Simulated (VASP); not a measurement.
Input:

```yaml
crystal:
  lattice:
    - [3.97210, 0.00000, 0.00000]
    - [0.00000, 3.97210, 0.00000]
    - [0.00000, 0.00000, 3.97210]
  atoms:
    - { symbol: Ba, position: [0.00000, 0.00000, 0.00000] }
    - { symbol: Li, position: [0.50000, 0.50000, 0.50000] }
    - { symbol: F, position: [0.00000, 0.50000, 0.50000] }
    - { symbol: F, position: [0.50000, 0.00000, 0.50000] }
    - { symbol: F, position: [0.50000, 0.50000, 0.00000] }
```

Method: PBEsol GGA, VASP's PBE PAW potentials (set 64) (plane waves; VASP). Settings: 520 eV cut-off, 6×6×6 Γ-centred mesh, tetrahedra with Blöchl corrections, potentials Ba_sv Li_sv F.

The cores are frozen, which limits the accuracy of field gradients.

Question: Give the principal components of the electric field gradient (V/Å²) and the asymmetry η at each nucleus.

Answer: 
| atom | Vxx | Vyy | Vzz | η |
|---|---|---|---|---|
| Ba1 | 0.0 | 0.0 | 0.0 | - |
| Li2 | 0.0 | 0.0 | 0.0 | - |
| F3 | 4.4 | 4.4 | -8.9 | 0.00 |
| F4 | 4.4 | 4.4 | -8.9 | 0.00 |
| F5 | 4.4 | 4.4 | -8.9 | 0.00 |

The structure comes from a computed database's BaLiF3 entry (Pm-3m); how it stands against other phases isn't given here. It was relaxed first.
